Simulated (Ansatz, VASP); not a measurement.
## MgBe2SeS2: VASP beside Ansatz

```xyz
6
Lattice="4.2844 0.0000 0.0000 -2.1422 3.7104 0.0000 0.0000 0.0000 9.2789" Properties=species:S:1:pos:R:3 pbc="T T T"
Mg    0.0000    0.0000    0.0000
Be    0.0000    2.4736    4.6395
Be    2.1422    1.2368    4.6395
Se    0.0000    0.0000    4.6395
S     0.0000    0.0000    7.0364
S     0.0000    0.0000    2.2425
```

Alike in both runs: functional PBE; k mesh 6 × 6 × 2; occupations gaussian, width 0.1 eV; no spin polarisation.

Ansatz relaxed the structure, and its values are those at the end. VASP's run is a single point on that final structure, the one shown.

|  | VASP | Ansatz |
| --- | --- | --- |
| version | VASP 6.6.1 | Ansatz 0.2.0 |
| potentials or method | VASP PAW PBE potentials, release 64 (Mg, Be, Se, S) | scalar-relativistic, plane waves, PAW |
| plane-wave cutoff (eV) | 520 | 420 |
| valence electrons in the cell | 24 | 42 |

```csv
,VASP,Ansatz,Ansatz less VASP
gap on the k mesh at the Fermi level (eV),none,none,-
pressure (GPa),0.0,0.0,+0.02
rms of the force components (eV/Å),0.003,0.005,+0.0017
```

A gap of «none» marks a metal or a gap that the smearing closes. The two sets of potentials don't hold the same shells in valence.
